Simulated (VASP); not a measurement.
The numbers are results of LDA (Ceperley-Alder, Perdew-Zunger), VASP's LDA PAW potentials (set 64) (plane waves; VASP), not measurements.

A VASP calculation is set up with these files.

KPOINTS:
```
Automatic mesh
0
Gamma
6 6 6
0 0 0
```

### INCAR
```
SYSTEM = Rb(AsIr)2
PREC = Accurate
ENCUT = 300
EDIFF = 1E-6
NELM = 100
ALGO = Normal
LREAL = .FALSE.
LASPH = .TRUE.
ISMEAR = 0
SIGMA = 0.272
LMAXMIX = 6
LWAVE = .FALSE.
LCHARG = .FALSE.
ISIF = 2
```

POSCAR:
```
Rb(AsIr)2
1
   -2.0170050000     2.0170050000     7.0139940000
    2.0170050000    -2.0170050000     7.0139940000
    2.0170050000     2.0170050000    -7.0139940000
Rb As Ir
1 2 2
Direct
  0.0000000000   0.0000000000   0.0000000000
  0.3488000000   0.3488000000   0.0000000000
  0.6512000000   0.6512000000   0.0000000000
  0.7500000000   0.2500000000   0.5000000000
  0.2500000000   0.7500000000   0.5000000000
```

POTCAR, in this order: Rb_sv As Ir (LDA.64 set). Program: vasp_std.

Output of the run:

**OUTCAR**
```
 ion  position               nearest neighbor table
   1  0.000  0.000  0.000-   3 3.55   3 3.55   3 3.55   2 3.55   3 3.55   2 3.55   2 3.55   2 3.55
                             5 4.05   4 4.05   5 4.05   4 4.05   4 4.05   4 4.05   5 4.05   5 4.05
   2  0.349  0.349  0.000-   4 2.45   5 2.45   5 2.45   4 2.45   1 3.55   1 3.55   1 3.55   1 3.55
  LATTYP: Found a body centered tetragonal cell.
 ALAT       =     4.0340100000
 C/A-ratio  =     3.4774301501
 Subroutine PRICEL returns:
 Original cell was already a primitive cell.
 Subroutine GETGRP returns: Found 16 space group operations
The static configuration has the point symmetry D_4h.
The dynamic configuration has the point symmetry D_4h.
 Subroutine INISYM returns: Found 16 space group operations
 Subroutine IBZKPT returns following result:
 Found     30 irreducible k-points:

 Following reciprocal coordinates:
            Coordinates               Weight
  0.000000  0.000000  0.000000      1.000000
  0.166667  0.000000 -0.000000      8.000000
  0.333333  0.000000 -0.000000      8.000000
  0.500000  0.000000 -0.000000      4.000000
  0.166667  0.166667 -0.000000      8.000000
  0.333333  0.166667 -0.000000     16.000000
  0.500000  0.166667 -0.000000     16.000000
...
```

**OSZICAR**
```
       N       E                     dE             d eps       ncg     rms          rms(c)
DAV:   1     0.207859181152E+03    0.20786E+03   -0.11524E+04  1320   0.970E+02
DAV:   2    -0.148909840121E+02   -0.22275E+03   -0.21498E+03  1434   0.328E+02
DAV:   3    -0.352288842310E+02   -0.20338E+02   -0.19658E+02  1772   0.848E+01
DAV:   4    -0.358846189894E+02   -0.65573E+00   -0.65340E+00  1946   0.184E+01
DAV:   5    -0.359079421826E+02   -0.23323E-01   -0.23308E-01  1982   0.248E+00    0.188E+01
DAV:   6    -0.349797551417E+02    0.92819E+00   -0.47666E+00  2064   0.201E+01    0.709E+00
DAV:   7    -0.347676553292E+02    0.21210E+00   -0.11076E+00  1886   0.875E+00    0.425E+00
DAV:   8    -0.347006299752E+02    0.67025E-01   -0.16914E-01  1862   0.380E+00    0.730E-01
DAV:   9    -0.346991179409E+02    0.15120E-02   -0.26499E-02  1904   0.118E+00    0.275E-01
DAV:  10    -0.346986039018E+02    0.51404E-03   -0.41878E-03  1946   0.573E-01    0.787E-02
DAV:  11    -0.346985763538E+02    0.27548E-04   -0.30004E-04  1816   0.145E-01    0.191E-02
DAV:  12    -0.346985739674E+02    0.23864E-05   -0.27257E-05  1646   0.389E-02    0.565E-03
DAV:  13    -0.346985741988E+02   -0.23149E-06   -0.40779E-06  1520   0.131E-02
   1 F= -.34698574E+02 E0= -.34671946E+02  d E =-.532566E-01
```

**OUTCAR**
```
------------------------ aborting loop because EDIFF is reached ----------------------------------------
  FORCE on cell =-STRESS in cart. coord.  units (eV):
  Direction    XX          YY          ZZ          XY          YZ          ZX
  --------------------------------------------------------------------------------------
  Total       -3.0140961     -3.0140961     -2.1930108      0.0000000      0.0000000      0.0000000
  in kB      -42.3085699    -42.3085699    -30.7830770      0.0000000      0.0000000      0.0000000
  external PRESSURE =     -38.4667389 kB  Pullay stress =       0.0000000 kB
  volume of cell :      114.14
      direct lattice vectors                 reciprocal lattice vectors
    -2.017005000  2.017005000  7.013994000     0.000000000  0.247892296  0.071286060
     2.017005000 -2.017005000  7.013994000     0.247892296  0.000000000  0.071286060
     2.017005000  2.017005000 -7.013994000     0.247892296  0.247892296  0.000000000
 POSITION                                       TOTAL-FORCE (eV/Angst)
 -----------------------------------------------------------------------------------
      0.00000      0.00000      0.00000        -0.000000     -0.000000     -0.000000
      0.00000      0.00000      4.89296         0.000000      0.000000     -0.089961
      0.00000      0.00000      9.13503         0.000000      0.000000      0.089961
      0.00000      2.01701      3.50700        -0.000000     -0.000000     -0.000000
      2.01701      0.00000      3.50700        -0.000000     -0.000000     -0.000000
 -----------------------------------------------------------------------------------
    total drift:                                0.000000     -0.000000      0.000000
  FREE ENERGIE OF THE ION-ELECTRON SYSTEM (eV)
  ---------------------------------------------------
  free  energy   TOTEN  =       -34.6985741988 eV

  energy  without entropy=      -34.6453176038  energy(sigma->0) =      -34.67194590
```
(Selected blocks of OUTCAR.)

At this cut-off the stress carries a Pulay error, which pulls relaxed volumes low.

The structure comes from a computed database's Ir2RbAs2 entry (I4/mmm); how it stands against other phases isn't given here. The cell was not relaxed at this level. The k-mesh is coarse (spacing up to 0.37 per Å, 2π included), so the numbers may not be converged in it. The electron count is odd and the run is not spin-polarised, which forces a metal.
